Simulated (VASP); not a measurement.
Runs of VASP 6.6.1 on Sb. It takes space group R-3m (No. 166, trigonal). The conventional cell has a = 4.301 Å, b = 4.301 Å, c = 11.232 Å, α = 90.00°, β = 90.00°, γ = 120.00°. Sb (site symmetry 3m) is surrounded by 3 Sb at 2.90 Å. 

```tsv
task	level	potentials or basis	cell	k mesh	cutoff (eV)	gap on the mesh (eV)	pressure (GPa)	relaxed volume (Å³/atom)
relaxation of cell and atoms	PBEsol	VASP PAW PBE potentials, release 64 (Sb)	relaxed	12 × 12 × 12	580	none	0.0	29.82
relaxation of cell and atoms	PBEsol	VASP PAW PBE potentials, release 64 (Sb)	relaxed	12 × 12 × 12	600	none	0.0	29.82
relaxation of cell and atoms	PBEsol	VASP PAW PBE potentials, release 64 (Sb)	relaxed	6 × 6 × 6	600	none	0.0	30.19
single point	PBEsol	VASP PAW PBE potentials, release 64 (Sb)	as given	12 × 12 × 12	520	none	(a)	-
relaxation of cell and atoms	RPBE	VASP PAW PBE potentials, release 64 (Sb)	relaxed	12 × 12 × 12	600	none	0.0	33.19
relaxation of cell and atoms	PBEsol	VASP PAW PBE potentials, release 64 (Sb)	relaxed	12 × 12 × 12	480	none	0.0	29.82
relaxation of cell and atoms	LDA	VASP PAW LDA potentials, release 64 (Sb)	relaxed	12 × 12 × 12	600	none	0.0	29.23
relaxation of cell and atoms	PBEsol	VASP PAW PBE potentials, release 64 (Sb)	relaxed	12 × 12 × 12	300	none	0.0	29.82
```

Alike in all rows: no spin polarisation; smearing gaussian 0.1 eV.

Fill in the values left out.

(a) 0.6.

Caveats: the PAW data sets were made with another functional, which shifts forces and pressure a little (some runs); the volume moved by +11 % from the deposited cell, more than functionals usually miss (some runs).

A k mesh can miss the band edges, and the runs leave out spin-orbit coupling on Sb.

A gap of «none» marks a metal or a gap under the smearing width.

Runs at the PBE level aren't shown here.
